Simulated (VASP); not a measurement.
Level of theory: PBEsol GGA, VASP's PBE PAW potentials (set 64) (plane waves; VASP).

VASP input:

**KPOINTS**
```
Automatic
0
gamma
  7 7 7
0 0 0
```

**POSCAR**
```
Mn3ZnN
1
    3.8239600000     0.0000000000     0.0000000000
    0.0000000000     3.8239600000     0.0000000000
    0.0000000000     0.0000000000     3.8239600000
Mn Zn N
3 1 1
Direct
  0.0000000000   0.5000000000   0.5000000000
  0.5000000000   0.0000000000   0.5000000000
  0.5000000000   0.5000000000   0.0000000000
  0.0000000000   0.0000000000   0.0000000000
  0.5000000000   0.5000000000   0.5000000000
```

INCAR:
```
SYSTEM  =  Mn3ZnN
PREC  =  Accurate; ENCUT  =  400; LREAL  =  F
LASPH  =  T
EDIFF  =  1E-6; NELM  =  100; ALGO  =  Normal
LMAXMIX  =  4
ISMEAR  =  -1; SIGMA  =  0.1
GGA  =  PS
MAGMOM  =  4.0 4.0 4.0 0.0 0.0
ISPIN  =  2
ISIF  =  2
LWAVE  =  F; LCHARG  =  F; LORBIT  =  11
```

POTCAR, in this order: Mn_pv Zn N (PBE.64 set). Program: vasp_std.

The run wrote:

OSZICAR:
```
       N       E                     dE             d eps       ncg     rms          rms(c)
DAV:   1     0.571003778604E+03    0.57100E+03   -0.26809E+04  3240   0.175E+03
DAV:   2     0.616844931499E+01   -0.56484E+03   -0.53569E+03  3141   0.486E+02
DAV:   3    -0.443581255106E+02   -0.50527E+02   -0.48719E+02  3351   0.156E+02
DAV:   4    -0.455914093209E+02   -0.12333E+01   -0.12291E+01  3344   0.250E+01
DAV:   5    -0.456063591091E+02   -0.14950E-01   -0.14947E-01  3457   0.292E+00    0.336E+01
DAV:   6    -0.415337428355E+02    0.40726E+01   -0.34820E+01  3738   0.566E+01    0.137E+01
DAV:   7    -0.406679327800E+02    0.86581E+00   -0.68345E+00  3421   0.312E+01    0.101E+01
DAV:   8    -0.406300394340E+02    0.37893E-01   -0.92420E-01  3514   0.891E+00    0.399E+00
DAV:   9    -0.406123100731E+02    0.17729E-01   -0.15771E-01  3369   0.351E+00    0.925E-01
DAV:  10    -0.406140155337E+02   -0.17055E-02   -0.21091E-02  3626   0.161E+00    0.674E-01
DAV:  11    -0.406161826437E+02   -0.21671E-02   -0.46852E-03  3581   0.478E-01    0.431E-01
DAV:  12    -0.406168444894E+02   -0.66185E-03   -0.24036E-03  3403   0.431E-01    0.140E-01
DAV:  13    -0.406169798497E+02   -0.13536E-03   -0.25573E-04  3366   0.104E-01    0.465E-02
DAV:  14    -0.406169877022E+02   -0.78524E-05   -0.16486E-05  3311   0.274E-02    0.199E-02
DAV:  15    -0.406169869340E+02    0.76816E-06   -0.44713E-06  3054   0.263E-02
   1 F= -.40616987E+02 E0= -.40534949E+02  d E =-.164077E+00  mag=     4.6894
```

### OUTCAR
```
------------------------ aborting loop because EDIFF is reached ----------------------------------------
  FORCE on cell =-STRESS in cart. coord.  units (eV):
  Direction    XX          YY          ZZ          XY          YZ          ZX
  --------------------------------------------------------------------------------------
  Total       -5.5392150     -5.5392150     -5.5392150     -0.0000000      0.0000000     -0.0000000
  in kB     -158.7152950   -158.7152950   -158.7152950     -0.0000000      0.0000000     -0.0000000
  external PRESSURE =    -158.7152950 kB  Pullay stress =       0.0000000 kB
  volume of cell :       55.92
      direct lattice vectors                 reciprocal lattice vectors
     3.823960000  0.000000000  0.000000000     0.261509012  0.000000000  0.000000000
     0.000000000  3.823960000  0.000000000     0.000000000  0.261509012  0.000000000
     0.000000000  0.000000000  3.823960000     0.000000000  0.000000000  0.261509012
 POSITION                                       TOTAL-FORCE (eV/Angst)
 -----------------------------------------------------------------------------------
      0.00000      1.91198      1.91198         0.000000      0.000000      0.000000
      1.91198      0.00000      1.91198         0.000000      0.000000      0.000000
      1.91198      1.91198      0.00000         0.000000      0.000000      0.000000
      0.00000      0.00000      0.00000         0.000000      0.000000      0.000000
      1.91198      1.91198      1.91198         0.000000      0.000000      0.000000
 -----------------------------------------------------------------------------------
    total drift:                                0.000000      0.000000      0.000000
  FREE ENERGIE OF THE ION-ELECTRON SYSTEM (eV)
  ---------------------------------------------------
  free  energy   TOTEN  =       -40.6169869340 eV

  energy  without entropy=      -40.4529101762  energy(sigma->0) =      -40.53494856

 total charge

# of ion       s       p       d       tot
------------------------------------------
    1        0.308   6.343   5.195  11.845
    2        0.308   6.343   5.195  11.845
    3        0.308   6.343   5.195  11.845
    4        0.601   0.533   9.731  10.866
    5        1.258   2.470   0.000   3.728
--------------------------------------------------
tot          2.784  22.030  25.315  50.130

 magnetization (x)

# of ion       s       p       d       tot
------------------------------------------
    1        0.002   0.004   1.603   1.609
    2        0.002   0.004   1.603   1.609
    3        0.002   0.004   1.603   1.609
    4       -0.030  -0.054   0.031  -0.053
    5       -0.009  -0.102   0.000  -0.112
--------------------------------------------------
tot         -0.033  -0.145   4.840   4.662
```
(Selected blocks of OUTCAR.)

File OUTCAR:
```
 val. band max:        7.6186199116   @ k =   0.4286   0.1429   0.0000

 cond. band min:       7.6679385787   @ k =   0.4286   0.1429   0.1429


 Fermi energy:         7.6312478259

 spin component 1

 k-point     1 :       0.0000    0.0000    0.0000
  band No.  band energies     occupation
      1     -41.2863      1.00000
      2     -41.2863      1.00000
      3     -41.2863      1.00000
      4     -40.9723      1.00000
      5     -40.9723      1.00000
      6     -40.9723      1.00000
      7     -40.9603      1.00000
      8     -40.9603      1.00000
      9     -40.9603      1.00000
     10      -9.8293      1.00000
     11      -0.0669      1.00000
     12       0.5568      1.00000
     13       0.5568      1.00000
     14       0.7002      1.00000
     15       0.7002      1.00000
     16       0.7002      1.00000
     17       2.7191      1.00000
     18       2.7191      1.00000
     19       2.7191      1.00000
     20       4.3747      1.00000
     21       4.3747      1.00000
     22       4.3747      1.00000
     23       5.0202      1.00000
     24       5.0202      1.00000
     25       6.6884      0.99992
     26       6.6884      0.99992
     27       6.6884      0.99992
     28       6.7482      0.99985
     29       6.7482      0.99985
     30       7.9735      0.03160
     31       7.9945      0.02576
     32       7.9945      0.02576
     33       7.9945      0.02576
     34      10.2892      0.00000
     35      11.0844      0.00000
     36      11.0844      0.00000
     37      11.0844      0.00000
     38      14.9617      0.00000
     39      14.9617      0.00000

 k-point     2 :       0.1429    0.0000    0.0000
  band No.  band energies     occupation
      1     -41.2821      1.00000
      2     -41.2821      1.00000
      3     -41.2792      1.00000
      4     -40.9743      1.00000
      5     -40.9743      1.00000
      6     -40.9725      1.00000
      7     -40.9691      1.00000
...
```

At this cut-off the stress carries a Pulay error, which pulls relaxed volumes low. The moments were started parallel, and other spin orders were not tried in this run.

The structure comes from a measured Mn3ZnN entry (Pm-3m) of the Crystallography Open Database, whose conditions weren't checked. The cell was not relaxed at this level, and its volume differs by -5.9 % from the start's.
